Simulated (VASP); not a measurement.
Input:

```yaml
crystal:
  lattice:
    - [4.07468, 0.00000, 0.00000]
    - [0.00000, 4.07468, 0.00000]
    - [0.00000, 0.00000, 4.07468]
  atoms:
    - { symbol: Hf, position: [0.50000, 0.50000, 0.50000] }
    - { symbol: Pb, position: [0.00000, 0.00000, 0.00000] }
    - { symbol: O, position: [0.00000, 0.50000, 0.50000] }
    - { symbol: O, position: [0.50000, 0.00000, 0.50000] }
    - { symbol: O, position: [0.50000, 0.50000, 0.00000] }
```

Method: LDA (Ceperley-Alder, Perdew-Zunger) with spin-orbit coupling, VASP's LDA PAW potentials (set 64) (plane waves; VASP). Numerical set-up: 520 eV cut-off, 5×5×5 Γ-centred mesh, Gaussian smearing of 0.050 eV, potentials Hf_pv Pb_d O.

Q: Give the energies of bands 31 to 44 at the high-symmetry points, in eV from the valence-band maximum.

A: 
```tsv
band	Γ	X	M	R
31	-1.22	-1.99	-2.63	-4.68
32	-1.22	-1.99	-2.63	-4.68
33	-1.22	-1.70	-2.34	-4.18
34	-1.22	-1.70	-2.34	-4.18
35	-1.20	-1.46	-2.34	-4.18
36	-1.20	-1.46	-2.34	-4.18
37	-0.79	-0.67	-1.58	-0.17
38	-0.79	-0.67	-1.58	-0.17
39	-0.36	-0.43	-0.99	-0.15
40	-0.36	-0.43	-0.99	-0.15
41	-0.36	0.00	-0.13	-0.15
42	-0.36	0.00	-0.13	-0.15
43	3.94	2.11	3.35	4.68
44	3.94	2.11	3.35	4.68
```

The gap is direct, 2.11 eV, from the valence maximum at X to the conduction minimum at X.

The structure comes from a computed database's HfPbO3 entry (Pm-3m); how it stands against other phases isn't given here. It was relaxed first, which changed the volume by -6 %.
